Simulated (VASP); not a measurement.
# HfTa (Cmmm) in VASP: single point with PBEsol

Aim: the single point of HfTa with PBEsol.

All numbers are computed with VASP 6.6.1; they aren't measurements. Logs are shortened: lines on timing, memory, paths and dates and some standing lists are left out, and cuts for length are marked.

## 1. The crystal as given

Symmetry: Cmmm, No. 65, orthorhombic system. Conventional cell: a = 3.425 Å, b = 4.799 Å, c = 4.848 Å, α = 90.00°, β = 90.00°, γ = 90.00°. Hf (site symmetry mmm) has 4 Hf at 2.95 Å and 4 Ta at 2.97 Å as nearest neighbours. Around Ta (site symmetry mmm) lie 4 Ta at 2.95 Å and 4 Hf at 2.97 Å.

The cell comes from a database or a generator and needn't be the stable form of this composition.

## 2. Single point, PBEsol

File INCAR:

```
ALGO = Fast
EDIFF = 1E-6
ENCUT = 520
GGA = PS
ISIF = 2
ISMEAR = 0
LASPH = True
LCHARG = False
LREAL = False
LWAVE = False
NBANDS = 18
NELM = 60
PREC = Accurate
SIGMA = 0.1
```

File KPOINTS:

```
k-points
0
Gamma
  6 6 4
```

File POSCAR:

```
HfTa
1.0
    1.7127470000     -2.3996010000      0.0000000000
    1.7127470000      2.3996010000      0.0000000000
    0.0000000000      0.0000000000      4.8475550000
Hf Ta
1 1
Direct
    0.0000000000      0.0000000000      0.0000000000
    0.5000000000      0.5000000000      0.5000000000
```

Potentials or basis: VASP PAW PBE potentials, release 64 (Hf_pv, Ta_pv).

The run is started by

```
$ cat potpaw_PBE.64/Hf_pv/POTCAR potpaw_PBE.64/Ta_pv/POTCAR > POTCAR
$ mpirun -np 1 vasp_std > vasp.out
```

OUTCAR:

```text
EDIFF = 1E-6
   ENCUT = 520
   GGA = PS
   ISIF = 2
   ISMEAR = 0
   LASPH = True
   LREAL = False
   NELM = 60
   PREC = Accurate

 ion  position               nearest neighbor table
   1  0.000  0.000  0.000-   2 2.97   2 2.97   2 2.97   2 2.97   2 3.41   2 3.41   2 3.41   2 3.41

   2  0.500  0.500  0.500-   1 2.97   1 2.97   1 2.97   1 2.97   1 3.41   1 3.41   1 3.41   1 3.41

  LATTYP: Found a base centered orthorhombic cell.
 ALAT       =     3.4254940000
 B/A-ratio  =     1.4010247865
 C/A-ratio  =     1.4151404148

  Lattice vectors:

 A1 = (   1.7127470000,  -2.3996010000,   0.0000000000)
 A2 = (   1.7127470000,   2.3996010000,   0.0000000000)
 A3 = (   0.0000000000,   0.0000000000,   4.8475550000)

Analysis of symmetry for initial positions (statically):
=====================================================================
 Subroutine PRICEL returns:
 Original cell was already a primitive cell.

 Routine SETGRP: Setting up the symmetry group for a
 base centered orthorhombic supercell.

 Subroutine GETGRP returns: Found  8 space group operations
 (whereof  8 operations were pure point group operations)
 out of a pool of  8 trial point group operations.

The static configuration has the point symmetry D_2h.

Analysis of symmetry for dynamics (positions and initial velocities):
=====================================================================
 Subroutine PRICEL returns:
 Original cell was already a primitive cell.

 Routine SETGRP: Setting up the symmetry group for a
 base centered orthorhombic supercell.

 Subroutine GETGRP returns: Found  8 space group operations
 (whereof  8 operations were pure point group operations)
 out of a pool of  8 trial point group operations.

The dynamic configuration has the point symmetry D_2h.

 Subroutine INISYM returns: Found  8 space group operations
 (whereof  8 operations are pure point group operations),
 and found     1 'primitive' translations

----------------------------------------------------------------------------------------

                                     Primitive cell

  volume of cell :      39.8460

  direct lattice vectors                    reciprocal lattice vectors
     1.712747000 -2.399601000  0.000000000     0.291928697 -0.208367975  0.000000000
     1.712747000  2.399601000  0.000000000     0.291928697  0.208367975  0.000000000
     0.000000000  0.000000000  4.847555000     0.000000000  0.000000000  0.206289562

  length of vectors
     2.948149800  2.948149800  4.847555000     0.358663599  0.358663599  0.206289562

  position of ions in fractional coordinates (direct lattice)
     0.000000000  0.000000000  0.000000000
     0.500000000  0.500000000  0.500000000

  ion indices of the primitive-cell ions
   primitive index   ion index
                 1           1
                 2           2

----------------------------------------------------------------------------------------

 KPOINTS: k-points

Automatic generation of k-mesh.
 Grid dimensions read from file:
 generate k-points for:    6    6    4

 Generating k-lattice:

  Cartesian coordinates                     Fractional coordinates (reciprocal lattice)
     0.048654783 -0.034727996  0.000000000     0.166666667  0.000000000  0.000000000
     0.048654783  0.034727996  0.000000000     0.000000000  0.166666667  0.000000000
     0.000000000  0.000000000  0.051572391     0.000000000  0.000000000  0.250000000

  Length of vectors
     0.059777266  0.059777266  0.051572391

  Shift w.r.t. Gamma in fractional coordinates (k-lattice)
     0.000000000  0.000000000  0.000000000

 Subroutine IBZKPT returns following result:
 ===========================================

 Found     39 irreducible k-points:

 Following reciprocal coordinates:
            Coordinates               Weight
  0.000000  0.000000  0.000000      1.000000
  0.166667  0.000000  0.000000      4.000000
  0.333333 -0.000000  0.000000      4.000000
  0.500000  0.000000  0.000000      2.000000
  0.166667  0.166667  0.000000      2.000000
  0.333333  0.166667  0.000000      4.000000
[... 16 lines left out ...]
  0.333333  0.333333  0.250000      4.000000
  0.500000  0.333333  0.250000      8.000000
 [... further k-points ...]
   k-points           NKPTS =     39   k-points in BZ     NKDIM =     39   number of bands    NBANDS=     18
   number of dos      NEDOS =    301   number of ions     NIONS =      2
   total plane-waves  NPLWV =  20736
   dimension x,y,z NGX =    24 NGY =   24 NGZ =   36
   dimension x,y,z NGXF=    48 NGYF=   48 NGZF=   72
   ions per type =               1   1
   NGX,Y,Z   is equivalent  to a cutoff of  13.53, 13.53, 12.35 a.u.
   NGXF,Y,Z  is equivalent  to a cutoff of  27.07, 27.07, 24.69 a.u.
 SYSTEM =  unknown system
   PREC   = accura    normal or accurate (medium, high low for compatibility)
   ISTART =      0    job   : 0-new  1-cont  2-samecut
   ICHARG =      2    charge: 1-file 2-atom 10-const
   ISPIN  =      1    spin polarized calculation?
   LNONCOLLINEAR =      F non collinear calculations
   LSORBIT =      F    spin-orbit coupling
   LASPH  =      T    aspherical Exc in radial PAW
   ENCUT  =  520.0 eV  38.22 Ry    6.18 a.u.   5.48  5.48  9.01*2*pi/ulx,y,z
   NELM   =     60;   NELMIN=  2; NELMDL= -5     # of ELM steps
   EDIFF  = 0.1E-05   stopping-criterion for ELM
   LREAL  =      F    real-space projection
   EDIFFG = 0.1E-04   stopping-criterion for IOM
   NSW    =      0    number of steps for IOM
   IBRION =     -1    ionic relax: 0-MD 1-quasi-New 2-CG
   NFREE  =      0    steps in history (QN), initial steepest desc. (CG)
   ISIF   =      2    stress and relaxation
   ISYM   =      2    0-nonsym 1-usesym 2-fastsym
   POTIM  = 0.5000    time-step for ionic-motion
   TEBEG  =    0.0;   TEEND  =   0.0 temperature during run
   PSTRESS=    0.0 pullay stress
   NELECT =      21.0000    total number of electrons
   NUPDOWN=      -1.0000    fix difference up-down
   EMIN   =  10.00;   EMAX   =-10.00  energy-range for DOS
   EFERMI =   0.00;   METHOD = LEGACY
   ISMEAR =     0;   SIGMA  =   0.10  broadening in eV -4-tet -1-fermi 0-gaus
   EFERMI_NEDOS =   21; number of points for ismear=-14 and -15
   IALGO  =     68    algorithm
   IMIX   =      4    mixing-type and parameters
     AMIX     =   0.40;   BMIX     =  1.00
     AMIX_MAG =   1.60;   BMIX_MAG =  1.00
  volume/ion in A,a.u.               =      19.92       134.45
  Fermi-wavevector in a.u.,A,eV,Ry     =   1.322370  2.498917 23.791990  1.748662
  Thomas-Fermi vector in A             =   2.452056
   LORBIT       =      0    0 simple, 1 ext, 2 COOP (PROOUT), +10 PAW based schemes
   GGA     = PS    functional components
   LHFCALC =     F    Hartree Fock is set to
   AEXX    =    0.0000 exact exchange contribution
   IVDW    =     0    specifies the selected vdW correction
   LEPSILON=     F    determine dielectric tensor
   LRPA    =     F    only Hartree local field effects (RPA)
 non-spin polarized calculation
 RMM-DIIS sequential band-by-band and
 Gauss-broadening in eV      SIGMA  =   0.10
  energy-cutoff  :      520.00
  volume of cell :       39.85
 maximum number of plane-waves:      1090
 NGX is ok and might be reduce to    24
   NGX = 11   NGY = 11   NGZ = 19

 number of electron      21.0000004 magnetization

 Free energy of the ion-electron system (eV)
  ---------------------------------------------------
  ext. energy  EPLUGINS =         0.00000000
  ---------------------------------------------------
  free energy    TOTEN  =       -22.69426665 eV

  energy without entropy =      -22.67390411  energy(sigma->0) =      -22.68408538

 E-fermi :   4.8822     XC(G=0): -12.0751

 val. band max:        4.8609631817   @ k =  -0.1667   0.1667   0.0000
 cond. band min:       4.8890966440   @ k =   0.1667   0.1667   0.2500
 fundamental gap:      0.0281334623
 Fermi energy:         4.8822037181

 k-point     1 :       0.0000    0.0000    0.0000
  band No.  band energies     occupation
      1     -29.0301      2.00000
      2     -28.6345      2.00000
      3     -28.4689      2.00000
      4     -24.9500      2.00000
      5     -24.6722      2.00000
      6     -24.5297      2.00000
[... 10 lines left out ...]
     17      10.4286      0.00000
     18      12.6829      0.00000

 k-point     2 :       0.1667    0.0000    0.0000
  band No.  band energies     occupation
      1     -28.9992      2.00000
      2     -28.7450      2.00000
      3     -28.5269      2.00000
      4     -24.9401      2.00000
      5     -24.8549      2.00000
      6     -24.5927      2.00000
[... 10 lines left out ...]
     17      10.4530      0.00000
     18      13.6573      0.00000

 k-point     3 :       0.3333   -0.0000    0.0000
  band No.  band energies     occupation
      1     -29.0408      2.00000
      2     -28.9367      2.00000
      3     -28.5558      2.00000
      4     -25.2930      2.00000
      5     -24.9206      2.00000
      6     -24.6205      2.00000
[... 10 lines left out ...]
     17      10.1744      0.00000
     18      12.8876      0.00000

 k-point     4 :       0.5000    0.0000    0.0000
  band No.  band energies     occupation
      1     -29.1912      2.00000
      2     -28.9051      2.00000
      3     -28.5621      2.00000
      4     -25.5058      2.00000
      5     -24.9110      2.00000
      6     -24.6293      2.00000
[... 10 lines left out ...]
     17      12.3212      0.00000
     18      13.5075      0.00000

 k-point     5 :       0.1667    0.1667    0.0000
  band No.  band energies     occupation
      1     -28.9576      2.00000
      2     -28.8181      2.00000
      3     -28.6522      2.00000
      4     -24.9581      2.00000
      5     -24.9383      2.00000
      6     -24.7848      2.00000
[... 10 lines left out ...]
     17      10.5784      0.00000
     18      12.4677      0.00000

 k-point     6 :       0.3333    0.1667    0.0000
  band No.  band energies     occupation
      1     -29.0444      2.00000
      2     -28.9061      2.00000
      3     -28.7201      2.00000
      4     -25.2984      2.00000
      5     -24.9093      2.00000
      6     -24.8554      2.00000
[... 10 lines left out ...]
     17      10.6335      0.00000
     18      11.9385      0.00000

 k-point     7 :       0.5000    0.1667    0.0000
  band No.  band energies     occupation
      1     -29.1622      2.00000
      2     -28.8968      2.00000
      3     -28.6997      2.00000
      4     -25.4620      2.00000
      5     -24.8819      2.00000
      6     -24.8121      2.00000
[... 10 lines left out ...]
     17      12.6391      0.00000
     18      13.6258      0.00000

 k-point     8 :      -0.3333    0.1667    0.0000
  band No.  band energies     occupation
      1     -28.9938      2.00000
      2     -28.9390      2.00000
      3     -28.6806      2.00000
      4     -25.2274      2.00000
      5     -24.8838      2.00000
      6     -24.7735      2.00000
[... 10 lines left out ...]
     17      10.4127      0.00000
     18      14.1101      0.00000
[... 229 lines left out ...]
     17      10.7220      0.00000
     18      13.0964      0.00000

 k-point    20 :       0.5000    0.1667    0.2500
  band No.  band energies     occupation
      1     -29.1679      2.00000
      2     -28.9044      2.00000
      3     -28.7011      2.00000
      4     -25.4508      2.00000
      5     -24.8725      2.00000
      6     -24.8074      2.00000
[... 10 lines left out ...]
     17      12.3385      0.00000
     18      13.0772      0.00000

 k-point    21 :      -0.3333    0.1667    0.2500
  band No.  band energies     occupation
      1     -28.9968      2.00000
      2     -28.9304      2.00000
      3     -28.6795      2.00000
      4     -25.2238      2.00000
      5     -24.8999      2.00000
      6     -24.7747      2.00000
[... 10 lines left out ...]
     17      10.0710      0.00000
     18      12.2162      0.00000

 k-point    22 :      -0.1667    0.1667    0.2500
  band No.  band energies     occupation
      1     -28.9719      2.00000
      2     -28.7131      2.00000
      3     -28.6639      2.00000
      4     -24.9480      2.00000
      5     -24.8018      2.00000
      6     -24.7881      2.00000
[... 10 lines left out ...]
     17      10.5918      0.00000
     18      10.6988      0.00000

 k-point    23 :       0.3333    0.3333    0.2500
  band No.  band energies     occupation
      1     -29.0244      2.00000
      2     -28.9820      2.00000
      3     -28.8852      2.00000
      4     -25.2978      2.00000
      5     -25.1536      2.00000
      6     -24.8488      2.00000
[... 10 lines left out ...]
     17      12.1128      0.00000
     18      12.7546      0.00000

 k-point    24 :       0.5000    0.3333    0.2500
  band No.  band energies     occupation
      1     -29.1498      2.00000
      2     -28.9186      2.00000
      3     -28.8748      2.00000
      4     -25.4594      2.00000
      5     -25.0754      2.00000
      6     -24.8325      2.00000
[... 10 lines left out ...]
     17      12.5750      0.00000
     18      13.3183      0.00000

 [... further k-points ...]

------------------------ aborting loop because EDIFF is reached ----------------------------------------

  FORCE on cell =-STRESS in cart. coord.  units (eV):
  Direction    XX          YY          ZZ          XY          YZ          ZX
  --------------------------------------------------------------------------------------
  -------------------------------------------------------------------------------------
  Total       -1.1063977     -1.1689745     -1.3806659      0.0000000      0.0000000      0.0000000
  in kB      -44.4873810    -47.0035486    -55.5154900      0.0000000      0.0000000      0.0000000
  external PRESSURE =     -49.0021399 kB  Pullay stress =       0.0000000 kB

 VOLUME and BASIS-vectors are now :
 -----------------------------------------------------------------------------
  energy-cutoff  :      520.00
  volume of cell :       39.85
      direct lattice vectors                 reciprocal lattice vectors
     1.712747000 -2.399601000  0.000000000     0.291928697 -0.208367975  0.000000000
     1.712747000  2.399601000  0.000000000     0.291928697  0.208367975  0.000000000
     0.000000000  0.000000000  4.847555000     0.000000000  0.000000000  0.206289562

 POSITION                                       TOTAL-FORCE (eV/Angst)
 -----------------------------------------------------------------------------------
      0.00000      0.00000      0.00000        -0.000000      0.000000      0.000000
      1.71275      0.00000      2.42378         0.000000      0.000000      0.000000
 -----------------------------------------------------------------------------------
    total drift:                                0.000000      0.000000     -0.000000

  FREE ENERGIE OF THE ION-ELECTRON SYSTEM (eV)
  ---------------------------------------------------
  free  energy   TOTEN  =       -22.6942666506 eV

  energy  without entropy=      -22.6739041138  energy(sigma->0) =      -22.68408538
```

It took 44 s on 1 thread of AMD EPYC 7R43 (Zen 3), shared host; peak memory 0.12 GiB.

What came out:

| Item | Value |
| --- | --- |
| Free energy | -22.6943 eV |
| Pressure | -4.9 GPa |
| Band gap on the k mesh | none (metal or under the smearing width) |

Levels at points of the mesh, in eV from the Fermi level:
```tsv
k point	band 8	band 9	band 10	band 11	band 12	band 13
(0.00, 0.00, 0.00)	-3.89	-1.13	1.10	1.14	1.15	1.35
(0.50, 0.00, 0.00)	-2.61	-1.25	-0.88	-0.50	-0.05	3.23
(0.50, 0.50, 0.00)	-3.20	-3.18	-1.05	1.48	3.97	5.01
(0.00, 0.00, 0.50)	-5.25	-0.51	-0.13	0.20	0.58	2.95
(0.50, 0.00, 0.50)	-3.81	-1.18	-0.84	1.28	1.49	3.64
(0.50, 0.50, 0.50)	-2.38	-1.63	-1.35	0.97	1.38	1.80
```

Caveat: the k mesh is coarse (spacing up to 0.38 Å⁻¹), so the values aren't converged; the PAW data sets were made with another functional, which shifts forces and pressure a little.
